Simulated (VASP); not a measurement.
A convergence study with VASP on Mg₂Si (antifluorite): one setting is varied, all else stays as given below, so the limit is that of these other settings.

```
CELL_PARAMETERS angstrom
      0.00000     3.17500     3.17500
      3.17500     0.00000     3.17500
      3.17500     3.17500     0.00000
ATOMIC_POSITIONS crystal
  Mg 0.25000 0.25000 0.25000
  Mg 0.75000 0.75000 0.75000
  Si 0.00000 0.00000 0.00000
```

Calculation: LDA (Ceperley-Alder, Perdew-Zunger), VASP's LDA PAW potentials (set 64) (plane waves; VASP). The tightest run used: 550 eV cut-off, 11×11×11 Monkhorst-Pack mesh, Gaussian smearing of 0.050 eV, potentials Mg Si.

Problem. The settings run are 1×1×1 mesh; 2×2×2 mesh; 3×3×3 mesh; 4×4×4 mesh; 5×5×5 mesh; 6×6×6 mesh; 7×7×7 mesh; 8×8×8 mesh; 9×9×9 mesh; 10×10×10 mesh; 11×11×11 mesh. From which on does the stress (every component) stay within 0.5 GPa of the tightest run?

Solution. From 2×2×2 mesh on: it is off by 0.01 there and by no more than 0.5 in any finer run, while 1×1×1 mesh is off by 9.86.
```csv
setting,E (eV/atom),pressure (GPa),irreducible k-points,difference judged (GPa)
1×1×1 mesh,0.8774,7.26,1,9.86
2×2×2 mesh,-3.3173,-2.60,2,0.01
3×3×3 mesh,-3.1907,-2.55,4,0.05
4×4×4 mesh,-3.3684,-2.60,10,0.01
5×5×5 mesh,-3.3491,-2.64,10,0.05
6×6×6 mesh,-3.3696,-2.59,28,0.00
7×7×7 mesh,-3.3663,-2.61,20,0.02
8×8×8 mesh,-3.3696,-2.59,60,0.00
9×9×9 mesh,-3.3690,-2.60,35,0.00
10×10×10 mesh,-3.3696,-2.59,110,0.00
11×11×11 mesh,-3.3695,-2.59,56,0.00
```

Left out are rungs that failed or repeat a setting and relaxations that didn't move; long series are thinned to 24 rows.

The compound is Mg2Si in the antifluorite structure. The cell was not relaxed at this level.
